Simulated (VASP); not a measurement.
Crystal: HfZrS4.

```
Zr Hf S
1.0
    -3.65540    0.00000    0.00000
     0.00000    0.00000   -6.08174
     0.00000   -6.33133    0.00000
Zr Hf S
1 1 4
Direct
  0.50000 0.00000 0.50000
  0.00000 0.00000 0.00000
  0.50000 0.23605 0.83333
  0.00000 0.23605 0.33333
  0.00000 0.76395 0.66667
  0.50000 0.76395 0.16667
```

The cell comes from a database or a generator and needn't be the stable form of this composition.

```yaml
Program: VASP 6.6.1
Task: relaxation of cell and atoms
Functional: PBEsol
Dispersion: D3(BJ)
Potentials_or_basis: VASP PAW PBE potentials, release 64 (Zr_sv, Hf_pv, S)
Cutoff: 600 eV
k_mesh: 7 × 4 × 4
Occupations: gaussian, width 0.02 eV
Spin: no spin polarisation
```

At the start: pressure -3.9 GPa; volume 23.46 Å³/atom.

Task: How do energy, volume and symmetry change on relaxing?

Result: Over 19 steps the energy falls by 41.2 meV/atom and the volume is 20.34 Å³/atom (-13.3 %); space group P2/m (No. 10, to 0.05 Å).

Step by step:
```tsv
step	energy change (eV)	largest force (eV/Å)	pressure (GPa)	volume (Å³)
1	0.0000	0.2380	-3.91	140.75
2	0.0099	1.0686	4.90	129.42
3	-0.0761	0.5089	0.01	135.10
4	-0.1102	0.3425	-0.11	133.73
5	-0.1367	0.1971	-0.34	131.05
6	-0.1689	0.2051	-0.19	129.04
7	-0.2348	0.2219	0.68	123.04
8	0.0399	0.2507	5.40	111.08
9	-0.2293	0.3482	1.66	122.05
10	-0.2451	0.1147	-0.12	122.38
11	-0.2451	0.1146	-0.13	122.38
12	-0.2461	0.0777	-0.07	122.27
13	-0.2469	0.0251	0.04	122.02
14	-0.2470	0.0130	0.00	122.06
15	-0.2470	0.0134	0.00	122.06
16	-0.2470	0.0141	-0.01	122.06
17	-0.2470	0.0141	-0.01	122.06
18	-0.2470	0.0138	-0.01	122.06
19	-0.2470	0.0087	0.01	122.06
```

Final structure:
```yaml
crystal:
  lattice:
    - [-3.56339, 0.00000, 0.00000]
    - [0.00000, -0.00151, -5.55453]
    - [0.00000, -6.16667, -0.00110]
  atoms:
    - { symbol: Zr, position: [0.50000, 0.00000, 0.50000] }
    - { symbol: Hf, position: [0.00000, 0.00000, 0.00000] }
    - { symbol: S, position: [0.50000, 0.26271, 0.83613] }
    - { symbol: S, position: [0.00000, 0.26390, 0.33054] }
    - { symbol: S, position: [0.00000, 0.73610, 0.66946] }
    - { symbol: S, position: [0.50000, 0.73729, 0.16387] }
```

Caveat: the PAW data sets were made with another functional, which shifts forces and pressure a little.
